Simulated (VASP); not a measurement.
An input for Ansatz (written as the equivalent of a VASP run, and not itself run):

Ansatz 0.2 input:
```yaml
crystal:
  lattice:
    - [1.6035329, -2.7774004, 0.0000000]
    - [1.6035329, 2.7774004, 0.0000000]
    - [0.0000000, 0.0000000, 16.0469306]
  atoms:
    - { symbol: W, position: [0.3333330, 0.6666670, 0.2500000] }
    - { symbol: W, position: [0.6666670, 0.3333330, 0.7500000] }
    - { symbol: S, position: [0.3333330, 0.6666670, 0.8478903] }
    - { symbol: S, position: [0.6666670, 0.3333330, 0.3478903] }
    - { symbol: S, position: [0.6666670, 0.3333330, 0.1521097] }
    - { symbol: S, position: [0.3333330, 0.6666670, 0.6521097] }
kpoints:
  mp_grid: { grid: [7, 7, 2] }
hamiltonian:
  xc: revpbe
  pseudopotentials: { kind: paw }
scf:
  occupations: { method: gaussian, width: 0.05 }
  max_iter: 100
relax:
  max_steps: 60
  f_tol: 0.02
  cell: {}
output: { forces: true, stress: true, eigenvalues: true }
```

### Question
Translate this input to VASP (INCAR, KPOINTS, POSCAR, choice of POTCAR).

### Answer
This is not unique; one that fits is 
POSCAR:
```
WS2
1.0
  1.6035329086  -2.7774004463   0.0000000000
  1.6035329086   2.7774004463   0.0000000000
  0.0000000000   0.0000000000  16.0469306465
W S
2 4
Cartesian
  1.6035329086   0.9258020004   4.0117326616
  1.6035329086  -0.9258020004  12.0351979849
  1.6035329086   0.9258020004  13.6060364741
  1.6035329086  -0.9258020004   5.5825711508
  1.6035329086  -0.9258020004   2.4408941724
  1.6035329086   0.9258020004  10.4643594957
```

INCAR:
```
ALGO = Normal
EDIFF = 1E-6
EDIFFG = -0.02
ENCUT = 520
GGA = RE
IBRION = 2
ISIF = 3
ISMEAR = 0
LASPH = .TRUE.
LCHARG = .FALSE.
LMAXMIX = 6
LREAL = .FALSE.
LWAVE = .FALSE.
NELM = 100
NSW = 60
PREC = Accurate
SIGMA = 0.05
SYSTEM = WS2
```

File KPOINTS:
```
Automatic mesh
0
Gamma
7 7 2
0 0 0
```

POTCAR, in this order: W_sv S (PBE.64 set). Program: vasp_std.

What does not carry over: each code has its own PAW files, so the cut-off isn't converted (ENCUT is set for VASP's; basis.ecutwfc is left out, and Ansatz then takes the one that its files recommend); Ansatz stops its SCF on the density residual and VASP on the energy change (EDIFF).

The compound is WS2 in the 2H layered structure. This run relaxes it. Symmetry was kept, so distortions that lower it aren't found. The start is the result of an earlier pass.
